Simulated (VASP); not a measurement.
Given:

CuZn is modelled in the cubic space group Pm-3m (No. 221), the CsCl type structure, Pearson symbol cP2. Conventional cell: a = b = c = 3.0726 Å, α = β = γ = 90.00°. Zn on 1b is surrounded by 8 Cu at 2.661 Å and 6 Zn at 3.073 Å. Cu on 1a has 8 Zn at 2.661 Å and 6 Cu at 3.073 Å. (Neighbours: up to the widest gap in distance over summed covalent radii, below 1.35, at either atom.)

Level of theory: vdW-DF2, VASP's PBE PAW potentials (set 64) (plane waves; VASP). Settings: 520 eV cut-off, 12×12×12 Γ-centred mesh, first-order Methfessel-Paxton smearing of 0.10 eV, potentials Zn Cu.

Q: Give the energy at these volumes per atom, relative to the lowest: 13.59, 14.02, 14.46, 14.89, 15.32 Å³.

A: 16.1, 4.1, 0.0, 2.3, 9.8 meV/atom. A third-order Birch-Murnaghan fit gives B0 = 77.2 GPa and B0′ = 5.8.

Measured: bulk modulus 116 GPa (computed value off by -33.5 %), as given by Niraj K. Nepal et al., Physical Review B (2020), arXiv:2007.11150; a 2.958 Å (computed value off by +3.9 %), as given by First-Principles Study on the Electrical and Thermal Conductivities of Cu–Zn Binary Alloys. The calculation is for a static lattice, while the measured bulk modulus, a hold thermal and zero-point effects, which are part of the difference.

The compound is CuZn in the CsCl type structure. It was relaxed first, which changed the volume by +13 %.
